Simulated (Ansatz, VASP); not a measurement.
**One calculation of HfTa4F, two programs**

```
Hf Ta F
1.0
     0.00000    3.92150    3.92150
     3.92150    0.00000    3.92150
     3.92150    3.92150    0.00000
Hf Ta F
1 4 1
Direct
  0.25000 0.25000 0.25000
  0.62179 0.62179 0.13462
  0.62179 0.13462 0.62179
  0.13462 0.62179 0.62179
  0.62179 0.62179 0.62179
  0.00000 0.00000 0.00000
```

Change from the starting cell: species swapped into the HfZrV4 type (F-43m, No. 216).

Alike in both runs: functional PBE; k mesh 8 × 8 × 8; occupations gaussian, width 0.1 eV; no spin polarisation.

Ansatz relaxed the structure, and its values are those at the end. VASP's run is a single point on that final structure, the one shown.

|  | VASP | Ansatz |
| --- | --- | --- |
| version | VASP 6.6.1 | Ansatz 0.2.0 |
| potentials or method | VASP PAW PBE potentials, release 64 (Hf_pv, Ta_pv, F) | scalar-relativistic, plane waves, PAW |
| plane-wave cutoff (eV) | 520 | 420 |
| valence electrons in the cell | 61 | 85 |

Ansatz gave:

```
gap on the k mesh at the Fermi level (eV) : none
pressure (GPa)                            : 0.0
```

Problem. Which values does VASP return?

Solution. gap on the k mesh at the Fermi level (eV): none; pressure (GPa): -0.1.

A gap of «none» marks a metal or a gap that the smearing closes. The functional is the same, so the differences come from potentials, cutoffs and numerics. The two sets of potentials don't hold the same shells in valence.

Caveats: an odd number of electrons without spin polarisation forces a metal; a magnetic or distorted state may lie lower. Spin-orbit coupling is left out, which matters for the levels of Hf, Ta.
